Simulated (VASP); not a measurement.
Here is a VASP 6.6.1 calculation.

POSCAR

```
YV2ClO5
1.0
    3.8567183200      0.0000000000      0.0000000000
    0.0000000000      3.8372456400      0.0000000000
    0.0000000000      0.0000000000      7.4179046200
Y Cl V O
1 1 2 5
Direct
    0.0000000000      0.0000000000      0.5000000000
    0.0000000000      0.0000000000      0.0000000000
    0.5000000000      0.5000000000      0.2639900000
    0.5000000000      0.5000000000      0.7360100000
    0.5000000000      0.5000000000      0.0000000000
    0.5000000000      0.0000000000      0.3137000000
    0.5000000000      0.0000000000      0.6863000000
    0.0000000000      0.5000000000      0.3127000000
    0.0000000000      0.5000000000      0.6873000000
```

Contents of INCAR.step1:

```
SYSTEM = YV2ClO5
  ALGO = Normal
  EDIFF = 1E-4
  ENCUT = 520
  GGA = PE
  ISMEAR = -1
  LASPH = .True.
  LCHARG = .False.
  LREAL = .False.
  LWAVE = .True.
  NBANDS = 47
  NELM = 100
  PREC = Accurate
  SIGMA = 0.0327
```

INCAR.step2

```
SYSTEM = YV2ClO5
  ALGO = Normal
  EDIFF = 1E-6
  ENCUT = 520
  ISIF = 2
  ISMEAR = -1
  ISTART = 1
  LASPH = .True.
  LCHARG = .True.
  LELF = .True.
  LMIXTAU = .True.
  LREAL = .False.
  LVHAR = .True.
  LWAVE = .False.
  METAGGA = R2SCAN
  NBANDS = 47
  NELM = 100
  PREC = Accurate
  SIGMA = 0.0327
```

Contents of KPOINTS:

```
k-points
0
Gamma
  5 5 3
  0 0 0
```

Potentials or basis: VASP PAW PBE potentials, release 64 (Y_sv, Cl, V_sv, O).

The run is started by

```sh
$ cat potpaw_PBE.64/Y_sv/POTCAR potpaw_PBE.64/Cl/POTCAR potpaw_PBE.64/V_sv/POTCAR potpaw_PBE.64/O/POTCAR > POTCAR
$ cp INCAR.step1 INCAR
$ mpirun -np 1 vasp_std > vasp.out
$ cp INCAR.step2 INCAR
$ mpirun -np 1 vasp_std > vasp.out
```

Problem. Estimate the pressure.

Solution. -8.6 GPa.

Problem. What does it give for the largest force?

Solution. 3.552 eV/Å.

Problem. Estimate the band gap on the k mesh.

Solution. None (metal or under the smearing width).

Stress tensor (GPa, compression positive):
```
 -7.28   0.00   0.00
  0.00  -6.43   0.00
  0.00   0.00 -12.08
```

Caveat: the PAW data sets were made with another functional, which shifts forces and pressure a little; the run has no spin polarisation, though such a crystal can be magnetic; semilocal functionals often make such compounds metallic where correlation or magnetic order opens a gap, which also shifts bond lengths. With open d or f shells a metallic result of r2SCAN can be an artefact of self-interaction; +U or a hybrid may open a gap.
